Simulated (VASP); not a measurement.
## InSb: energy against volume

InSb (zinc blende, F-43m, 33.567 Å³/atom and stress up to 0.07 GPa in the relaxed cell, cube axes along x, y and z) under an equal strain ε along all three axes. LDA in VASP (plane waves, PAW), 480 eV, 8×8×8 Γ-centred mesh, Methfessel-Paxton smearing 0.10 eV; ions are relaxed, or left where forces stay under 0.02 eV/Å, within the symmetry of each cell.

Here V stands for volume and E for E less E0.

| volume (Å³/atom) | E less E0 (meV/atom) | pressure (GPa) |
|---|---|---|
| 31.5932 | 20.31 | 3.34 |
| 32.0793 | 11.48 | 2.44 |
| 32.5703 | 5.21 | 1.60 |
| 33.0663 | 1.43 | 0.80 |
| 33.5673 | 0.00 | 0.07 |
| 34.0733 | 0.79 | -0.61 |
| 34.5844 | 3.68 | -1.24 |
| 35.1006 | 8.53 | -1.82 |
| 35.6218 | 15.24 | -2.35 |
| 36.6799 | ? | ? |

Taking the third-order Birch-Murnaghan form, a cubic in V^(-2/3) for E over the 9 complete rows: With u = V^(-2/3) - 0.0961, the rows have u = 0.0039624, 0.0029490, 0.0019510, 0.0009680, -0.0000002, -0.0009540, -0.0018937, -0.0028196, -0.0037317. Least squares gives E = 0.009 + 315.6·u + 1195896·u² + 4585589·u³. Residuals (row less fit): -0.011, 0.022, -0.001, -0.009, -0.009, -0.002, 0.011, 0.006, -0.007; standard error 0.014 (degrees of freedom: 5). Its minimum lies at u = -0.0001321, so V0 = (0.0959679)^(-3/2) = 33.64. There d²E/du² = 2388000 and d³E/du³ = 2.751e7, so B0 = (4/9) × 33.64^(-7/3) × 2388000 × 0.160218 = 46.6 GPa (the last factor turns the table's units into GPa), and B0' = 4 + (2/3) × 0.0959679 × (2.751e7)/2388000 = 4.7. B0' rests on the cubic coefficient alone and has a standard error of 0.1 from these residuals.

Problem. Estimate the missing E (V = 36.6799); what did the run itself give?

Solution. u = -0.0055167, so E = 0.009 + 315.6 × (-0.0055167) + 1195896 × (-0.0055167)² + 4585589 × (-0.0055167)³ = 33.894 meV/atom. The calculation gives 33.83 meV/atom, 0.064 meV/atom below the prediction (0.2 % of the range of E in the table). The row lies outside the fitted rows, so this is an extrapolation. From the scatter of the fitted rows alone, a prediction at this place has a standard error of 0.057 meV/atom, so the miss is 1.1 times that.

This level leaves no gap over 0.05 eV at strain -1.50, -1.00, -0.50, 0.00, 0.50, 1.00, 1.50, 2.00, 3.00 %. Spin-orbit coupling is left out, which can shift these values for the heavy elements here. Other structures, which can take over under pressure, weren't tried. The same form fitted to the pressure column gives B0' = 4.7; series where the two differ by over 0.4 aren't shown. Rows are the converged runs of the series near zero and its far end, less any whose ions stayed unrelaxed beside relaxed ones; series whose fitted rows scatter by over a few per cent of the range, as at a crossing or softening among them, aren't shown in this form.
